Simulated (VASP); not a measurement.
Energy against volume of SrO (rock salt). These are HSEsol screened hybrid, VASP's PBE PAW potentials (set 64) (plane waves; VASP 6.6.1) values and carry that method's errors.

```
V (Å³/atom)  E (eV/atom)
-----------  -----------
16.038          -7.32569
16.567          -7.33491
17.096          -7.33312
17.625          -7.32203
18.153          -7.30320
```

Problem. Fit a third-order Birch-Murnaghan equation of state.

Solution. 
```
Property                                          Value
---------------------------------------  --------------
volume per atom                          16.73 Å^3/atom
bulk modulus                                   998 kbar
pressure derivative of the bulk modulus            4.53
lattice constant a                              5.116 Å
```

Measured: bulk modulus 91.0 GPa at 300 K (computed value off by +9.7 %), a 5.160 Å at 300 K (computed value off by -0.9 %), as given by Juan A. Santana et al., The Journal of Chemical Physics (2016), arXiv:1608.06321. The calculation is for a static lattice, while the measured bulk modulus, a hold thermal and zero-point effects, which are part of the difference.

The compound is SrO in the rock salt structure. It was relaxed first. The cell's shape comes from a PBE relaxation.
